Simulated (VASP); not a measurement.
**PtS$_{2}$ (relaxed from the layer:2H-MoS2 structure): computed properties**

Level of theory: r2SCAN meta-GGA, VASP's PBE PAW potentials (set 64) (plane waves; VASP).

For PtS$_{2}$, the space group comes out as P-6m2 (187) and the cell comes out as a = 3.4519 Å, b = 3.4519 Å, c = 15.6631 Å, α = 90.00°, β = 90.00°, γ = 120.00°. The band gap (over mesh and band path) is none (metal, semimetal or under 0.01 eV).

```yaml
crystal:
  lattice:
    - [3.45191, 0.00000, 0.00000]
    - [-1.72596, 2.98944, 0.00000]
    - [0.00000, 0.00000, 15.66312]
  atoms:
    - { symbol: Pt, position: [0.66667, 0.33333, 0.50000] }
    - { symbol: S, position: [0.33333, 0.66667, 0.41094] }
    - { symbol: S, position: [0.33333, 0.66667, 0.58906] }
```

The cell holds vacuum, so volume and density refer to the whole cell. The cell holds a wide vacuum, so values per volume refer to the whole cell. Unless said otherwise, spin-orbit coupling is left out, though it shifts the bands of the heavy elements here.

The cell is a sheet with vacuum, built from a generated structure.
